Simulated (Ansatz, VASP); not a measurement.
# NbSi: VASP beside Ansatz

Aim: how closely do two programs agree when they are given the same cell, functional and k mesh? The cell is invented: As first built, before any earlier steps moved the atoms (in the runner's words): it takes the TaC structure with all of its atoms replaced by other elements, volume scaled by an estimate. It may not be a known or stable phase. The cell is taken from a series of VASP runs on this material, whose earlier steps may have relaxed, scaled or displaced it; both programs get it as it stands.

Calculated with Ansatz 0.2.0; plane waves, with VASP 6.6.1 beside it; band structure at HSE06.

## Step 1: The structure

Symmetry: Fm-3m, No. 225, cubic system. The conventional cell has a = 5.142 Å, b = 5.142 Å, c = 5.142 Å, α = 90.00°, β = 90.00°, γ = 90.00°. Nearest to Nb lie 6 Si at 2.57 Å. Nearest to Si lie 6 Nb at 2.57 Å. As first built, before any earlier steps moved the atoms (in the runner's words): sites of the TaC structure (space group 225) filled with other elements, volume scaled by an estimate. Farther neighbours are not listed.

Structure file:

```cif
data_structure
_symmetry_space_group_name_H-M 'P 1'
_symmetry_Int_Tables_number 1
_cell_length_a 3.6363
_cell_length_b 3.6363
_cell_length_c 3.6363
_cell_angle_alpha 60.000
_cell_angle_beta 60.000
_cell_angle_gamma 60.000
_cell_volume 34.00
loop_
_atom_site_label
_atom_site_type_symbol
_atom_site_fract_x
_atom_site_fract_y
_atom_site_fract_z
_atom_site_occupancy
Nb1 Nb 0.00000 0.00000 0.00000 1
Si2 Si 0.50000 0.50000 0.50000 1
```

## Step 2: VASP: band structure, HSE06

A single point gives forces, pressure and levels at one fixed geometry, so differences don't come from the geometry; what else differs is listed under the comparison.

Lines of VASP's logs that name or quote its potential files are left out, and so is its time.

The run reads the wave functions of an earlier VASP run, which isn't shown here.

Contents of INCAR:

```
SYSTEM = NbSi
PREC = Accurate
ENCUT = 400
EDIFF = 1E-06
NELM = 100
ISMEAR = 0
SIGMA = 0.02
LREAL = .FALSE.
ALGO = Normal
LHFCALC = .TRUE.
AEXX = 0.25
GGA = PE
HFSCREEN = 0.2
LASPH = .TRUE.
PRECFOCK = Fast
LORBIT = 11
LWAVE = .FALSE.
LCHARG = .FALSE.
KPAR = 4
```

Contents of POSCAR:

```
NbSi
1.0
    0.0000000000      2.5712175395      2.5712175395
    2.5712175395      0.0000000000      2.5712175395
    2.5712175395      2.5712175395      0.0000000000
Nb Si
1 1
Direct
    0.0000000000      0.0000000000      0.0000000000
    0.5000000000      0.5000000000      0.5000000000
```

Contents of KPOINTS:

```
Automatic mesh
0
Gamma
5 5 5
0 0 0
```

Contents of KPOINTS_OPT:

```
Line mode
10
Line-mode
Reciprocal
  0.00000000   0.00000000   0.00000000 GAMMA
  0.50000000   0.00000000   0.50000000 X

  0.50000000   0.00000000   0.50000000 X
  0.50000000   0.25000000   0.75000000 W

  0.50000000   0.25000000   0.75000000 W
  0.37500000   0.37500000   0.75000000 K

  0.37500000   0.37500000   0.75000000 K
  0.00000000   0.00000000   0.00000000 GAMMA

  0.00000000   0.00000000   0.00000000 GAMMA
  0.50000000   0.50000000   0.50000000 L

  0.50000000   0.50000000   0.50000000 L
  0.62500000   0.25000000   0.62500000 U

  0.62500000   0.25000000   0.62500000 U
  0.50000000   0.25000000   0.75000000 W

  0.50000000   0.25000000   0.75000000 W
  0.50000000   0.50000000   0.50000000 L

  0.50000000   0.50000000   0.50000000 L
  0.37500000   0.37500000   0.75000000 K

  0.62500000   0.25000000   0.62500000 U
  0.50000000   0.00000000   0.50000000 X
```

The projector-augmented-wave data sets are Nb_sv and Si (PBE family, release 64).

The run is started by

```bash
$ mpirun -np 4 vasp_std
```

Numbers of over 12 decimals in the logs are rounded to 6 here.

What it wrote:

```text
[banner, memory and clock lines left out]
running    4 mpi-ranks, on    1 nodes
 distrk:  each k-point on    1 cores,    4 groups
 distr:  one band on    1 cores,    1 groups

 POSCAR found type information on POSCAR NbSi
 POSCAR found :  2 types and       2 ions
 LDA part: xc-table for (Slater+PW92), standard interpolation
 found WAVECAR, reading the header
 POSCAR, INCAR and KPOINTS ok, starting setup
 FFT: planning ... GRIDC
 FFT: planning ... GRID_SOFT
 FFT: planning ... GRID
 reading WAVECAR
 the WAVECAR file was read successfully
 initial charge from wavefunction
 entering main loop
       N       E                     dE             d eps       ncg     rms          rms(c)
DAV:   1    -0.187032110836E+02   -0.18703E+02   -0.47747E-01   356   0.707E+00    0.314E+00
DAV:   2    -0.186922534881E+02    0.10958E-01   -0.27911E-02   324   0.213E+00    0.184E+00
DAV:   3    -0.186906301916E+02    0.16233E-02   -0.15453E-02   364   0.117E+00    0.103E+00
DAV:   4    -0.186908309695E+02   -0.20078E-03   -0.10016E-03   312   0.231E-01    0.591E-01
DAV:   5    -0.186906568809E+02    0.17409E-03   -0.21990E-04   288   0.136E-01    0.332E-01
DAV:   6    -0.186906360758E+02    0.20805E-04   -0.96366E-05   324   0.675E-02    0.184E-01
DAV:   7    -0.186906316355E+02    0.44403E-05   -0.87754E-06   280   0.225E-02    0.104E-01
DAV:   8    -0.186906287272E+02    0.29083E-05   -0.27042E-06   256   0.154E-02    0.585E-02
DAV:   9    -0.186906283380E+02    0.38919E-06   -0.80604E-07   132   0.786E-03
   1 F= -.18690628E+02 E0= -.18690239E+02  d E =-.778888E-03
 Start KPOINTS_OPT (optional k-point list driver)
k-point batch [1-10\100]
       N       E                     dE             ncg
DAV:   1    -0.460963852419E+03   -0.36388E+04      240
DAV:   2    -0.180483218012E+04   -0.13439E+04      300
DAV:   3    -0.188497172804E+04   -0.80140E+02      360
DAV:   4    -0.189041613356E+04   -0.54444E+01      380
DAV:   5    -0.189080009700E+04   -0.38396E+00      392
DAV:   6    -0.189082935021E+04   -0.29253E-01      368
DAV:   7    -0.189083199020E+04   -0.26400E-02      376
DAV:   8    -0.189083228773E+04   -0.29753E-03      372
DAV:   9    -0.189083232331E+04   -0.35580E-04      272
DAV:  10    -0.189083232811E+04   -0.48023E-05      252
DAV:  11    -0.189083232910E+04   -0.98502E-06      204
[...]
k-point batch [91-100\100]
       N       E                     dE             ncg
DAV:   1    -0.573917205693E+03   -0.66057E+04      240
DAV:   2    -0.184172920764E+04   -0.12678E+04      308
DAV:   3    -0.190839688717E+04   -0.66668E+02      388
DAV:   4    -0.191316076473E+04   -0.47639E+01      364
DAV:   5    -0.191354113485E+04   -0.38037E+00      424
DAV:   6    -0.191357770538E+04   -0.36571E-01      404
DAV:   7    -0.191358161708E+04   -0.39117E-02      420
DAV:   8    -0.191358210933E+04   -0.49224E-03      380
DAV:   9    -0.191358217492E+04   -0.65593E-04      360
DAV:  10    -0.191358218431E+04   -0.93938E-05      264
DAV:  11    -0.191358218575E+04   -0.14330E-05      240
DAV:  12    -0.191358218597E+04   -0.22386E-06      232
```

From OUTCAR (step 2):

```text
ion  position               nearest neighbor table
   1  0.000  0.000  0.000-   2 2.57   2 2.57   2 2.57   2 2.57   2 2.57   2 2.57
   2  0.500  0.500  0.500-   1 2.57   1 2.57   1 2.57   1 2.57   1 2.57   1 2.57

  LATTYP: Found a face centered cubic cell.
 ALAT       =     5.1424350790

 Subroutine GETGRP returns: Found 48 space group operations
 (whereof 48 operations were pure point group operations)

The static configuration has the point symmetry O_h .

 Found     10 irreducible k-points:

   k-points           NKPTS =     10   k-points in BZ     NKDIM =    125   number of bands    NBANDS=     12

   dimension x,y,z NGX =    24 NGY =   24 NGZ =   24
   dimension x,y,z NGXF=    48 NGYF=   48 NGZF=   48

   ENCUT  =  400.0 eV  29.40 Ry    5.42 a.u.   5.93  5.93  5.93*2*pi/ulx,y,z

   NELECT =      17.0000    total number of electrons

 k-points in reciprocal lattice and weights: Automatic mesh
   0.00000000  0.00000000  0.00000000       0.008
   0.20000000  0.00000000  0.00000000       0.064
   0.40000000  0.00000000  0.00000000       0.064
   0.20000000  0.20000000  0.00000000       0.048
   0.40000000  0.20000000  0.00000000       0.192
  -0.40000000  0.20000000  0.00000000       0.192
  -0.20000000  0.20000000  0.00000000       0.096
   0.40000000  0.40000000  0.00000000       0.048
  -0.40000000  0.40000000  0.00000000       0.096
  -0.40000000  0.40000000  0.20000000       0.192

  exchange ACFDT corr.  =         0.00000000  see jH, gK, PRB 81, 115126

 average (electrostatic) potential at core
       1 -73.7509       2 -74.9195

 E-fermi :  10.1216

 k-point     1 :       0.0000    0.0000    0.0000
  band No.  band energies     occupation
    ...
      6       8.8657      2.00000
      7       8.8657      2.00000
      8       8.8657      2.00000
      9       9.2968      2.00000
     10       9.2968      2.00000
     11      12.9859      0.00000
     12      12.9859      0.00000

 k-point     2 :       0.2000    0.0000    0.0000
  band No.  band energies     occupation
    ...
      6       7.3287      2.00000
      7       7.8402      2.00000
      8       7.8402      2.00000
      9       9.7582      2.00000
     10       9.7582      2.00000
     11      12.5636      0.00000
     12      15.2935      0.00000

 k-point     3 :       0.4000    0.0000    0.0000
  band No.  band energies     occupation
    ...
      4     -23.6672      2.00000
      5       1.0961      2.00000
      6       4.4126      2.00000
      7       6.6098      2.00000
      8       6.6098      2.00000
      9      11.5877      0.00000
     10      11.5878      0.00000
     11      13.0069      0.00000
     12      16.0374      0.00000

  energy-cutoff  :      400.00
  volume of cell :       34.00
      direct lattice vectors                 reciprocal lattice vectors
     0.000000000  2.571217540  2.571217540    -0.194460403  0.194460403  0.194460403
     2.571217540  0.000000000  2.571217540     0.194460403 -0.194460403  0.194460403
     2.571217540  2.571217540  0.000000000     0.194460403  0.194460403 -0.194460403

 POSITION                                       TOTAL-FORCE (eV/Angst)
 -----------------------------------------------------------------------------------
      0.00000      0.00000      0.00000         0.000000      0.000000      0.000000
      2.57122      2.57122      2.57122        -0.000000     -0.000000     -0.000000
 -----------------------------------------------------------------------------------
    total drift:                                0.000000     -0.000001      0.000001

  FREE ENERGIE OF THE ION-ELECTRON SYSTEM (eV)
  ---------------------------------------------------
  free  energy   TOTEN  =       -18.6906283380 eV

  energy  without entropy=      -18.6898494505  energy(sigma->0) =      -18.69023889

 total charge
# of ion       s       p       d       tot
------------------------------------------
    1        2.133   6.008   2.516  10.657
    2        0.804   0.989   0.000   1.793
--------------------------------------------------
tot          2.937   6.997   2.516  12.451

[... 3 further parts left out ...]
```

Spin-orbit coupling is off here; it would split degenerate levels.

[end of part 1 of 2]

[Lines on the potential files, build, host, timing and source positions are cut from VASP's logs without a mark.]

[Logs are printed without paths, hosts, clocks, repeated set-up lines and the standing remarks that a program may print on its own settings, such as how far it seeks lower states.]

[Hosts, paths, dates, database ids (printed as entryN), source tags and the programs' standing remarks are cut or masked in the printed files.]
